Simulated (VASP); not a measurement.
Here is a VASP 6.6.1 calculation.

The input INCAR:

```
  PREC = Accurate
  ENCUT = 520
  EDIFF = 1E-7
  ISMEAR = 0
  SIGMA = 0.1
  LREAL = False
  LASPH = True
  NELM = 100
  ALGO = Normal
  ISIF = 3
  LWAVE = False
  LCHARG = False
  GGA = PE
  IBRION = 2
  NSW = 80
  EDIFFG = -0.002
```

The input KPOINTS:

```
Automatic mesh
0
Gamma
  18 18 18
```

POSCAR

```
W
1.0
   -1.5824000000      1.5824000000      1.5824000000
    1.5824000000     -1.5824000000      1.5824000000
    1.5824000000      1.5824000000     -1.5824000000
W
1
Direct
    0.0000000000      0.0000000000      0.0000000000
```

Potentials or basis: VASP PAW PBE potentials, release 64 (W).

Run with:

```console
$ cat potpaw_PBE.64/W/POTCAR > POTCAR
$ mpirun -np 1 vasp_std > vasp.out
```

(1) Estimate the relaxed cell.

(2) Estimate the relaxed volume.

Results:

(1) a = 2.747 Å, b = 2.747 Å, c = 2.747 Å, α = 109.47°, β = 109.47°, γ = 109.47°.

(2) 15.95 Å³/atom.
